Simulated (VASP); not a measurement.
Output of a VASP run:

**OSZICAR**
```
       N       E                     dE             d eps       ncg     rms          rms(c)
DAV:   1     0.127908401432E+03    0.12791E+03   -0.93364E+03  2964   0.159E+03
DAV:   2    -0.208233018283E+02   -0.14873E+03   -0.14443E+03  3019   0.395E+02
DAV:   3    -0.304990666752E+02   -0.96758E+01   -0.94843E+01  4277   0.949E+01
DAV:   4    -0.308328347615E+02   -0.33377E+00   -0.33206E+00  3842   0.163E+01
DAV:   5    -0.308420134924E+02   -0.91787E-02   -0.91782E-02  4269   0.236E+00    0.176E+01
DAV:   6    -0.257500935002E+02    0.50919E+01   -0.25151E+01  3932   0.603E+01    0.399E+00
DAV:   7    -0.257905190012E+02   -0.40426E-01   -0.15288E+00  3278   0.146E+01    0.350E+00
DAV:   8    -0.258007763375E+02   -0.10257E-01   -0.16406E-01  4361   0.367E+00    0.737E-01
DAV:   9    -0.257924824336E+02    0.82939E-02   -0.66339E-02  4025   0.338E+00    0.252E-01
DAV:  10    -0.257919349894E+02    0.54744E-03   -0.47916E-03  3713   0.981E-01    0.805E-02
DAV:  11    -0.257919340531E+02    0.93631E-06   -0.23782E-04  4119   0.204E-01    0.585E-02
DAV:  12    -0.257919083880E+02    0.25665E-04   -0.16668E-04  3878   0.179E-01    0.103E-02
DAV:  13    -0.257919068373E+02    0.15506E-05   -0.11173E-05  3572   0.443E-02    0.200E-03
DAV:  14    -0.257919070258E+02   -0.18849E-06   -0.26914E-07  3403   0.589E-03    0.643E-04
DAV:  15    -0.257919070082E+02    0.17637E-07   -0.38382E-08  1652   0.223E-03
   1 F= -.25791907E+02 E0= -.25791666E+02  d E =-.257919E+02
```

**OUTCAR**
```
------------------------ aborting loop because EDIFF is reached ----------------------------------------
  FORCE on cell =-STRESS in cart. coord.  units (eV):
  Direction    XX          YY          ZZ          XY          YZ          ZX
  --------------------------------------------------------------------------------------
  Total        0.0329542      0.0329542     -0.0047086      0.0000000      0.0000000     -0.0000000
  in kB        2.1005320      2.1005320     -0.3001297      0.0000000      0.0000000     -0.0000000
  external PRESSURE =       1.3003114 kB  Pullay stress =       0.0000000 kB
  volume of cell :       25.14
      direct lattice vectors                 reciprocal lattice vectors
     1.509022304 -2.613703327  0.000000000     0.331340364 -0.191299447  0.000000000
     1.509022304  2.613703327  0.000000000     0.331340364  0.191299447  0.000000000
     0.000000000  0.000000000  3.186475980     0.000000000  0.000000000  0.313826310
 POSITION                                       TOTAL-FORCE (eV/Angst)
 -----------------------------------------------------------------------------------
      0.00000      0.00000      0.00000        -0.000000     -0.000000     -0.000000
      1.50902      0.87124      1.59324        -0.000000      0.000000     -0.000000
      1.50902     -0.87124      1.59324         0.000000     -0.000000      0.000000
 -----------------------------------------------------------------------------------
    total drift:                                0.000000     -0.000000      0.000000
  FREE ENERGIE OF THE ION-ELECTRON SYSTEM (eV)
  ---------------------------------------------------
  free  energy   TOTEN  =       -25.7919070082 eV

  energy  without entropy=      -25.7911852458  energy(sigma->0) =      -25.79166642

 reached required accuracy - stopping structural energy minimisation
```
(Selected blocks of OUTCAR.)

### POSCAR
```
TiB2
1
    1.5090223043    -2.6137033271     0.0000000000
    1.5090223043     2.6137033271     0.0000000000
    0.0000000000     0.0000000000     3.1864759799
Ti B
1 2
Direct
  1.0000000000   0.0000000000   0.0000000000
  0.3333330000   0.6666670000   0.5000000000
  0.6666670000   0.3333330000   0.5000000000
```

Problem. Reconstruct the remaining input files.

Solution. One answer among several that fit: the input of the run itself, PBEsol GGA, plane waves, VASP's PBE PAW potentials (set 64).

File KPOINTS:
```
Regular mesh
0
Gamma
12 12 10
```

### INCAR
```
# general
SYSTEM   =  TiB2
PREC     =  Accurate
ENCUT    =  520
LREAL    =  .FALSE.
LASPH    =  .TRUE.

# electronic loop
EDIFF    =  1E-7
NELM     =  100
ALGO     =  Normal
LMAXMIX  =  4

# smearing
ISMEAR   =  1
SIGMA    =  0.1

# functional
GGA      =  PS

# ions
IBRION   =  2
NSW      =  30
ISIF     =  4
EDIFFG   =  -0.01

# output
LWAVE    =  .FALSE.
LCHARG   =  .FALSE.
```

POTCAR, in this order: Ti_sv B (PBE.64 set). Program: vasp_std.

The compound is TiB2 in the AlB2 type structure. It was relaxed first.
